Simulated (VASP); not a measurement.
These are SCAN meta-GGA, VASP's PBE PAW potentials (set 64) (plane waves; VASP) values and carry that method's errors.

A VASP calculation is set up with these files.

### KPOINTS
```
Automatic mesh
0
Gamma
7 7 4
0 0 0
```

**INCAR**
```
# general
SYSTEM   =  SnSe2
PREC     =  Accurate
ENCUT    =  520   # plane-wave cut-off (eV)
LREAL    =  .FALSE.   # projection in real space or not
LASPH    =  .TRUE.

# electronic loop
EDIFF    =  1E-7
NELM     =  100
ALGO     =  Normal   # blocked Davidson
LMAXMIX  =  4
LMIXTAU  =  .TRUE.

# smearing
ISMEAR   =  0
SIGMA    =  0.05   # width (eV)

# functional
METAGGA  =  SCAN

# ions
IBRION   =  2   # conjugate gradients
NSW      =  30
ISIF     =  4   # ions and shape, fixed volume
EDIFFG   =  -0.01   # ionic stop

# output
LWAVE    =  .FALSE.
LCHARG   =  .FALSE.
```

**POSCAR**
```
SnSe2
1
    1.9013932303    -3.2933098946     0.0000000000
    1.9013932303     3.2933098946     0.0000000000
    0.0000000000     0.0000000000     6.3845632057
Sn Se
1 2
Direct
  0.0000000000   0.0000000000   0.0000000000
  0.3333330000   0.6666670000   0.2440641676
  0.6666670000   0.3333330000   0.7559358324
```

POTCAR, in this order: Sn_d Se (PBE.64 set). Program: vasp_std.

Problem. What will the output report for the number of irreducible k-points (NKPTS), largest plane-wave count, number of space-group operations, FFT grid (NGX, NGY, NGZ)?

Solution. 
```
Property                                      Result
--------------------------------------  ------------
number of irreducible k-points (NKPTS)            28
largest plane-wave count                        2164
number of space-group operations                  12
FFT grid (NGX, NGY, NGZ)                28 × 28 × 48
```

The compound is SnSe2 in the 1T layered structure. This cell is one point of a volume scan, at 0.97 of the reference volume. Symmetry was kept, so distortions that lower it aren't found.
